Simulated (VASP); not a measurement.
Consider the following.

```
CELL_PARAMETERS angstrom
      3.99060     0.00000     0.00000
      0.00000     3.99060     0.00000
      0.00000     0.00000     9.82532
ATOMIC_POSITIONS crystal
  K  0.50000 0.50000 0.50000
  Cu 0.50000 0.00000 0.16199
  Cu 0.50000 0.00000 0.83801
  Cu 0.00000 0.50000 0.16199
  Cu 0.00000 0.50000 0.83801
  Se 0.00000 0.00000 0.30192
  Se 0.00000 0.00000 0.69808
  Se 0.50000 0.50000 0.00000
```

Computed with LDA (Ceperley-Alder, Perdew-Zunger), VASP's LDA PAW potentials (set 64) (plane waves; VASP). Run with 300 eV cut-off, 5×5×2 Γ-centred mesh, Fermi-Dirac smearing of 0.050 eV, potentials K_sv Cu Se.

At this cut-off the stress carries a Pulay error, which pulls relaxed volumes low.

Q: What does the run give for the energy per atom (σ→0), pressure, band gap (on the k-mesh) with the smallest direct gap where there is one?

A: 
| Quantity | Result |
|---|---|
| band gap (on the k-mesh) | none (metal, semimetal or under 0.01 eV) |
| energy per atom (σ→0) | -4.407 eV/atom |
| pressure | -5.95 GPa |

Total energies compare only between runs with the same potentials, cut-off and functional.

The structure comes from a computed database's KCu4Se3 entry (P4/mmm); how it stands against other phases isn't given here. The cell was not relaxed at this level. The k-mesh is coarse (spacing up to 0.32 per Å, 2π included), so the numbers may not be converged in it. The electron count is odd and the run is not spin-polarised, which forces a metal.
